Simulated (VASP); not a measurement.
# V3ZrN4 (ordered alloy cell): computed properties

The numbers are results of PBEsol GGA, VASP's PBE PAW potentials (set 64) (plane waves; VASP), not measurements.

```json
{
 "space_group": "R-3m (166)",
 "cell": "a = 2.982 Å, b = 2.982 Å, c = 28.866 Å, α = 90.00°, β = 90.00°, γ = 120.00°",
 "volume_per_atom": "9.26 Å³/atom",
 "band gap (over mesh and band path)": "none (metal, semimetal or under 0.01 eV)",
 "density": "6.72 g/cm³"
}
```

```cif
data_N4V3Zr
_chemical_formula_sum 'Zr1 N4 V3'
_space_group_name_H-M_alt 'P 1'
_space_group_IT_number 1
_cell_length_a 2.98226
_cell_length_b 2.98226
_cell_length_c 11.83281
_cell_angle_alpha 59.731
_cell_angle_beta 59.731
_cell_angle_gamma 60.000
loop_
_space_group_symop_operation_xyz
  'x, y, z'
loop_
_atom_site_label
_atom_site_type_symbol
_atom_site_fract_x
_atom_site_fract_y
_atom_site_fract_z
_atom_site_occupancy
Zr1 Zr 0.00000 0.00000 0.00000 1
N1 N 0.47101 0.47101 0.14674 1
N2 N 0.48888 0.48888 0.38334 1
N3 N 0.51112 0.51112 0.61666 1
N4 N 0.52899 0.52899 0.85326 1
V1 V 0.98329 0.98329 0.26253 1
V2 V 0.00000 0.00000 0.50000 1
V3 V 0.01671 0.01671 0.73747 1
```

The structure was generated: V3ZrN4 was put into an ordered model structure (R-3m), which need not be its known phase. It was relaxed first. Symmetry was kept, so distortions that lower it aren't found. The run is not spin-polarised, so no magnetic state was tried. The electron count is odd and the run is not spin-polarised, which forces a metal.
